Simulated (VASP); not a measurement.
Consider the following.

```yaml
crystal:
  lattice:
    - [3.20911, 0.00000, 0.00000]
    - [-1.60455, 2.77917, 0.00000]
    - [0.00000, 0.00000, 5.12412]
  atoms:
    - { symbol: Zr, position: [0.33333, 0.66667, 0.25000] }
    - { symbol: Zr, position: [0.66667, 0.33333, 0.75000] }
```

All values below come from PBE GGA, VASP's PBE PAW potentials (set 64) (plane waves; VASP). Run with 300 eV cut-off, 16×16×9 Γ-centred mesh, Gaussian smearing of 0.14 eV, potentials Zr_sv.

At this cut-off the stress carries a Pulay error, which pulls relaxed volumes low.

Task: Give the stress tensor in GPa (positive for a compressed cell).

Result: 
```
1.52  0.00  0.00
0.00  1.52  0.00
0.00  0.00  1.94
```
The pressure is its mean diagonal, 1.66 GPa.

The structure comes from a computed database's Zr entry (P6_3/mmc); how it stands against other phases isn't given here. The cell was not relaxed at this level.
